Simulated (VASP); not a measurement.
Given:

```
HfC
1.0
    0.00000     2.29828     2.30392
    2.37110     0.00000     2.30392
    2.37110     2.29828     0.00000
Hf C
1 1
Cartesian
  0.00000   0.00000   0.00000
  2.45239   2.29828   2.30392
```

Method: PBE GGA, VASP's PBE PAW potentials (set 64) (plane waves; VASP). Numerical set-up: 520 eV cut-off, 9×9×9 Monkhorst-Pack mesh, first-order Methfessel-Paxton smearing of 0.10 eV, potentials Hf_pv C.

Problem. Give the force on each atom (eV/Å).

Solution. 
| atom | Fx | Fy | Fz |
|---|---|---|---|
| Hf1 | 0.401 | 0.000 | 0.000 |
| C2 | -0.401 | 0.000 | 0.000 |

Problem. Give the stress tensor in GPa (positive for a compressed cell).

Solution. 
```
-5.93   0.00   0.00
 0.00   4.46   0.00
 0.00   0.00   3.42
```
The pressure is its mean diagonal, 0.65 GPa.

The compound is HfC in the rock salt structure. The cell was not relaxed at this level, atoms are displaced from their ideal sites. The run is one of a series of settings (KPOINTS 9×9×9 Monkhorst-Pack mesh against the base run), some of them coarse on purpose.
